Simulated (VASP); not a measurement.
Here is the system:

```yaml
crystal:
  lattice:
    - [4.01220, 0.00000, 0.00000]
    - [0.00000, 4.01220, 0.00000]
    - [0.00000, 0.00000, 4.01220]
  atoms:
    - { symbol: Ba, position: [0.00000, 0.00000, 0.00000] }
    - { symbol: Ti, position: [0.50000, 0.50000, 0.50000] }
    - { symbol: O, position: [0.50000, 0.00000, 0.50000] }
    - { symbol: O, position: [0.00000, 0.50000, 0.50000] }
    - { symbol: O, position: [0.50000, 0.50000, 0.00000] }
```

Level of theory: PBE GGA with D4 dispersion, VASP's PBE PAW potentials (set 64) (plane waves; VASP 6.6.1). Run with 520 eV cut-off, Gaussian smearing of 0.050 eV, potentials Ba_sv Ti_sv O.

Unless said otherwise, spin-orbit coupling is left out, though it shifts the bands of the heavy elements here.

Task: Give the energies of bands 12 to 23 at the high-symmetry points, in eV from the valence-band maximum.

Result: 
| band | Γ | X | M | R |
|---|---|---|---|---|
| 12 | -2.31 | -3.98 | -4.29 | -4.45 |
| 13 | -2.31 | -2.76 | -4.02 | -3.82 |
| 14 | -2.31 | -2.76 | -3.83 | -3.82 |
| 15 | -1.08 | -1.95 | -2.67 | -2.41 |
| 16 | -1.08 | -1.90 | -2.67 | -2.41 |
| 17 | -1.08 | -1.82 | -1.72 | -2.41 |
| 18 | -0.15 | -1.82 | -0.88 | 0.00 |
| 19 | -0.15 | -0.71 | -0.88 | 0.00 |
| 20 | -0.15 | -0.71 | -0.09 | 0.00 |
| 21 | 1.73 | 1.89 | 3.45 | 4.11 |
| 22 | 1.73 | 3.45 | 3.45 | 4.11 |
| 23 | 1.73 | 3.45 | 3.87 | 4.11 |

The gap is indirect, 1.73 eV, from the valence maximum at R to the conduction minimum at Γ.

Measured: gap 3.20 eV (computed value off by -1.47 eV), as given by Yu-ichiro Matsushita et al., Physical Review B (2011), arXiv:1104.2769.

The compound is BaTiO3 in the cubic perovskite structure, the ideal cubic form; the compound distorts at low or room temperature. It was relaxed first.
